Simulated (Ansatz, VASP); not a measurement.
NbCuP2 in VASP and in Ansatz

```xyz
4
Lattice="3.4787 0.0000 0.0000 0.0000 3.4787 0.0000 0.0000 0.0000 5.3842" Properties=species:S:1:pos:R:3 pbc="T T T"
Nb    0.0000    0.0000    2.6921
Cu    0.0000    0.0000    0.0000
P     1.7393    1.7393    0.0000
P     1.7393    1.7393    2.6921
```

Alike in both runs: task relaxation of cell and atoms; functional PBE; k mesh 14 × 14 × 10; occupations gaussian, width 0.1 eV; no spin polarisation.

```csv
,VASP,Ansatz
version,VASP 6.6.1,Ansatz 0.2.0
potentials or method,"VASP PAW PBE potentials, release 64 (Nb_sv, Cu, P)","scalar-relativistic, plane waves, PAW"
plane-wave cutoff (eV),600,420
valence electrons in the cell,34,42
```

VASP gave:

* gap on the k mesh at the Fermi level, each at its own relaxed structure (eV): none
* relaxed volume (Å³/atom): 16.26
* relaxed cell length with the largest relative difference (Å): 5.396

Q: Estimate Ansatz's values.

A: gap on the k mesh at the Fermi level, each at its own relaxed structure (eV): none; relaxed volume (Å³/atom): 16.28; relaxed cell length with the largest relative difference (Å): 5.399.

A gap of «none» marks a metal or a gap that the smearing closes. The two sets of potentials don't hold the same shells in valence.
